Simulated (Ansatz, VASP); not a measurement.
# Si (amorphous Si): VASP beside Ansatz, part 3 of 3

Wanted: the spread between two codes on one cell, functional and k mesh. Of the first pair: The structure shown is the start of the Ansatz relaxation below; VASP solves that cell, so the two are compared at the walk's first step.

VASP 6.6.1 and Ansatz 0.2.0.

So far. Step 4 (Side by side): The forces differ by 2.2 meV/Å r.m.s., which is 0.9 % of the r.m.s. force of 0.240 eV/Å (both taken over all components).

**6. VASP: single point, PBE, relaxed cell, pair 2**

Level of this step: PBE; plane waves and PAW (Si) (VASP).

The same cell, functional, mesh and smearing now go to VASP, with its own data sets.

Input file INCAR:

```
SYSTEM = Si
PREC = Accurate
ENCUT = 500
EDIFF = 1E-06
NELM = 120
ISMEAR = -1
SIGMA = 0.025
LREAL = Auto
ALGO = Normal
GGA = PE
NBANDS = 200
LORBIT = 11
LWAVE = .FALSE.
LCHARG = .FALSE.
ISIF = 2
LASPH = .TRUE.
GGA_COMPAT = .FALSE.
EFERMI = MIDGAP
NCORE = 2
```

Input file POSCAR:

```
Si
1.0
   11.9275640000     -0.3624290000      0.0272690000
   -0.3624290000     11.3240190000     -0.2044450000
    0.0272690000     -0.2044450000     10.9374530000
Si
72
Direct
    0.9198700000      0.3811500000      0.8238500000
    0.1576000000      0.9439400000      0.7992700000
    0.4477600000      0.6899500000      0.8402400000
    0.1540100000      0.9533800000      0.1180200000
    0.0529500000      0.1048000000      0.7469700000
    0.3908900000      0.1757400000      0.2425500000
    0.8033600000      0.2892700000      0.4053000000
    0.2420800000      0.7133500000      0.5390100000
    0.4022900000      0.5998900000      0.5160200000
    0.7109000000      0.7023200000      0.6149600000
    0.3788400000      0.9840400000      0.3326000000
    0.5384100000      0.7647700000      0.5476500000
    0.7671900000      0.8539300000      0.8557800000
    0.3242000000      0.6575400000      0.1614300000
    0.7464700000      0.5595400000      0.4607600000
    0.7305700000      0.9492300000      0.3255000000
    0.8655700000      0.0396400000      0.6716800000
    0.6981800000      0.1085900000      0.7575600000
    0.7384600000      0.6585200000      0.9311000000
    0.5746900000      0.4610200000      0.2388100000
    0.7294700000      0.3025900000      0.8449500000
    0.8856700000      0.4899400000      0.1671300000
    0.6133900000      0.0908100000      0.5611200000
    0.1276100000      0.6338800000      0.6909200000
    0.6567600000      0.7276100000      0.1111200000
    0.2481400000      0.8319800000      0.2462000000
    0.6133900000      0.5983400000      0.7742000000
    0.9319200000      0.1615300000      0.0769200000
    0.0331000000      0.7763000000      0.7964300000
    0.1724000000      0.3619300000      0.5521800000
    0.8679500000      0.8049300000      0.2951600000
    0.4704100000      0.7519100000      0.0486100000
    0.3460900000      0.2250000000      0.9246700000
    0.8870500000      0.5394000000      0.9629200000
    0.0196400000      0.4542700000      0.6459500000
    0.4916100000      0.1809700000      0.0588100000
    0.7585800000      0.6207900000      0.2582100000
    0.2838600000      0.8956000000      0.6447100000
    0.9779800000      0.8417500000      0.1103200000
    0.6397300000      0.3788600000      0.4877100000
    0.2121100000      0.2573600000      0.2119300000
    0.8196600000      0.0940700000      0.4641500000
    0.0690600000      0.1084500000      0.2193300000
    0.0354200000      0.2495300000      0.9144900000
    0.3316700000      0.4493600000      0.6583400000
    0.4567800000      0.3257000000      0.3923300000
    0.0336300000      0.6791100000      0.9844000000
    0.1966900000      0.4215900000      0.3459700000
    0.4313300000      0.3028600000      0.7418400000
    0.9174700000      0.4640400000      0.4653600000
    0.9862000000      0.8541400000      0.4651800000
    0.0411600000      0.5364300000      0.3093400000
    0.4607200000      0.8551900000      0.7183800000
    0.2977200000      0.0530600000      0.5155400000
    0.0120300000      0.0574600000      0.4184100000
    0.8123000000      0.2926500000      0.1850100000
    0.5964400000      0.9496400000      0.8451200000
    0.1992200000      0.3379800000      0.0122400000
    0.1981200000      0.5574500000      0.0131300000
    0.1366000000      0.1568500000      0.5571600000
    0.4464200000      0.1846200000      0.5649200000
    0.8558200000      0.9703900000      0.0146800000
    0.6872800000      0.9414300000      0.1196200000
    0.1192500000      0.7332400000      0.3771500000
    0.6504100000      0.3174400000      0.0645500000
    0.3796200000      0.5169000000      0.3169800000
    0.5543400000      0.9288600000      0.4236500000
    0.2740700000      0.5803800000      0.8160000000
    0.2851700000      0.0107000000      0.9588900000
    0.8797300000      0.8269100000      0.6614200000
    0.5022900000      0.9682400000      0.0325000000
    0.6091600000      0.3967100000      0.7150700000
```

Input file KPOINTS:

```
Automatic mesh
0
Gamma
1 1 1
0 0 0
```

PAW data sets: Si (PBE family, release 64).

Command:

```
$ mpirun -np 8 vasp_gam
```

Numbers of over 12 decimals in the logs are rounded to 6 here.

The program printed:

```text
[... set-up lines as in an earlier step ...]
 entering main loop
       N       E                     dE             d eps       ncg     rms          rms(c)
DAV:   1     0.134627007931E+04    0.13463E+04   -0.12178E+05   400   0.123E+03
DAV:   2    -0.215577829970E+03   -0.15618E+04   -0.14586E+04   512   0.206E+02
DAV:   3    -0.376770302372E+03   -0.16119E+03   -0.15690E+03   504   0.589E+01
DAV:   4    -0.381746797940E+03   -0.49765E+01   -0.49179E+01   496   0.121E+01
[...]
DAV:  16    -0.374418778828E+03   -0.50220E-05   -0.49942E-06   424   0.370E-03    0.246E-03
DAV:  17    -0.374418780527E+03   -0.16986E-05   -0.11568E-06   320   0.184E-03    0.108E-03
DAV:  18    -0.374418780801E+03   -0.27451E-06   -0.25327E-07   280   0.908E-04
   1 F= -.37441878E+03 E0= -.37441817E+03  d E =-.122381E-02
```

OUTCAR, selected parts (step 6):

```text
 POSITION                                       TOTAL-FORCE (eV/Angst)
 -----------------------------------------------------------------------------------
     10.85613      3.81433      8.95798        -0.002194      0.008400      0.005626
      1.55947     10.46867      8.55329        -0.003769     -0.002148     -0.003328
      5.11354      7.47894      9.06124         0.000203     -0.004808     -0.001938
      1.49465     10.71615      1.10012        -0.000738      0.000280      0.004419
      0.61395      1.01485      8.14997         0.000640      0.001551     -0.002382
      4.60529      1.79883      2.62761        -0.003621      0.002474      0.000970
      9.48834      2.90168      4.39572        -0.003598     -0.001650      0.001884
      2.64358      7.88005      5.75616        -0.003060      0.002308      0.003050
      4.59499      6.54187      5.53227        -0.007614      0.007952     -0.004314
      8.24153      7.56971      6.60190        -0.002204     -0.006313     -0.007231
      4.17106     10.93799      3.44695         0.000625     -0.000484      0.003801
      6.15968      8.35317      5.84822         0.002680     -0.000465      0.004814
      8.86456      9.21691      9.20639        -0.005611      0.007464      0.004424
      3.63301      7.29549      1.64004        -0.002553      0.001990     -0.000996
[...]
-----------------------------------------------------------------------------------
    total drift:                                0.022493     -0.002622      0.015043

  FREE ENERGIE OF THE ION-ELECTRON SYSTEM (eV)
  ---------------------------------------------------
  free  energy   TOTEN  =      -374.4187808012 eV

  energy  without entropy=     -374.4175569943  energy(sigma->0) =     -374.41816890
```

The run ends at a pressure of -0.06 GPa, with forces up to 0.032 eV/Å.

**7. Comparison**

What differs besides the data sets and the points named for the pairs above, as far as they apply: the cutoff is 420 eV in Ansatz and 500 eV in VASP (PREC = Accurate, projectors in real space). Total energies have different zeros and are not compared.

The two programs side by side:

```
              quantity  Ansatz   VASP  difference
        pressure (GPa)    0.01  -0.06       +0.07
gap on the k mesh (eV)   0.321  0.320       0.000
```

At this near-relaxed geometry the largest component of a force difference is 10 meV/Å. A gap on the mesh is an upper bound, since the band edges may lie between its points.

**8. Results**

```json
{
  "r.m.s. force difference (single point, PBE, start cell, pair 1)": "0.92 % of the r.m.s. force",
  "difference in gap on the k mesh (single point, PBE, relaxed cell, pair 2)": "1.8e-4 eV"
}
```

The r.m.s. force difference is 0.92 % of the r.m.s. force (single point, PBE, start cell, pair 1), within the 3 % picked in this series as the mark of a large difference. How closely two codes agree says nothing of how well the functional describes the real material.

[Lines on the potential files, build, host, timing and source positions are cut from VASP's logs without a mark.]

[Logs are printed without paths, hosts, clocks, repeated set-up lines and the standing remarks that a program may print on its own settings, such as how far it seeks lower states.]

[Hosts, paths, dates, database ids (printed as entryN), source tags and the programs' standing remarks are cut or masked in the printed files.]
